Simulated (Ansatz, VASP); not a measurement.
KNaICl in VASP and in Ansatz

INCAR

```
SYSTEM = KNaICl
PREC = Accurate
ENCUT = 520
EDIFF = 1E-6
ISMEAR = 0
SIGMA = 0.05
LREAL = .False.
LASPH = .True.
NELM = 60
ALGO = Normal
ISIF = 2
LWAVE = .False.
LCHARG = .False.
GGA = CA
NBANDS = 23
```

Contents of KPOINTS:

```
regular mesh
0
Gamma
  6 6 4
  0 0 0
```

The input POSCAR:

```
KNaICl
1.0
    3.9244788382      0.0000000000      0.0000000000
    0.0000000000      4.5578564984      0.0000000000
    0.0000000000      0.0000000000      6.7379525890
K Na I Cl
1 1 1 1
Direct
    0.5000000000      0.5000000000      0.5000000000
    0.0000000000      0.0000000000      0.0000000000
    0.5000000000      0.5000000000      0.0000000000
    0.0000000000      0.0000000000      0.5000000000
```

Input for Ansatz:

```yaml
crystal:
  lattice:
    - [3.9244788382, 0.0, 0.0]
    - [0.0, 4.5578564984, 0.0]
    - [0.0, 0.0, 6.737952589]
  atoms:
    - { symbol: K, position: [0.5, 0.5, 0.5] }
    - { symbol: Na, position: [0.0, 0.0, 0.0] }
    - { symbol: I, position: [0.5, 0.5, 0.0] }
    - { symbol: Cl, position: [0.0, 0.0, 0.5] }
basis:
  ecutwfc: 520.0
kpoints:
  mp_grid: { grid: [6, 6, 4] }
hamiltonian:
  xc: lda
  pseudopotentials: { kind: paw }
scf:
  occupations: { method: gaussian, width: 0.05 }
output:
  forces: true
  stress: true
  eigenvalues: true
```

Change from the starting cell: strain +e along x and -e along y -0.0733, strain +e along z and -e/2 along x and y +0.0367.

Alike in both runs: task single point; functional LDA; k mesh 6 × 6 × 4; occupations gaussian, width 0.05 eV; no spin polarisation.

|  | VASP | Ansatz |
| --- | --- | --- |
| version | VASP 6.6.1 | Ansatz 0.2.0 |
| potentials or method | VASP PAW LDA potentials, release 64 (K_sv, Na_pv, I, Cl) | scalar-relativistic, plane waves, PAW |
| plane-wave cutoff (eV) | 520 | 520 |
| valence electrons in the cell | 30 | 42 |

Ansatz gave:

* gap on the k mesh at the Fermi level (eV): 3.33
* least direct gap on the mesh (eV): 3.36
* pressure (GPa): 0.4
* largest component of the traceless stress (GPa): 2.29

Question: Which values does VASP return?

Answer: gap on the k mesh at the Fermi level (eV): 3.33; least direct gap on the mesh (eV): 3.36; pressure (GPa): 0.5; largest component of the traceless stress (GPa): 2.30.

The two sets of potentials don't hold the same shells in valence.

Caveats: spin-orbit coupling is left out, which moves the levels of the heavy elements. A k mesh can miss the band edges.
